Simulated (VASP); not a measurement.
Given:

```xyz
3
Lattice="0.0000 2.9917 2.9917 2.9917 0.0000 2.9917 2.9917 2.9917 0.0000" Properties=species:S:1:pos:R:3 pbc="T T T"
Pb     0.0000     0.0000     0.0000
F      1.4958     1.4958     1.4958
F      4.4875     4.4875     4.4875
```

The numbers are results of PBEsol GGA, VASP's PBE PAW potentials (set 64) (plane waves; VASP), not measurements. Run with 600 eV cut-off, 6×6×6 Γ-centred mesh, Gaussian smearing of 0.050 eV, potentials Pb_d F.

**Question.** Give the stress tensor in GPa (positive for a compressed cell).

**Answer.** 
```
-3.17   0.00   0.00
 0.00  -3.17   0.00
 0.00   0.00  -3.17
```
The pressure is its mean diagonal, -3.17 GPa.

The compound is PbF2 in the fluorite structure, the β form. This cell was strained or had an atom moved on purpose.
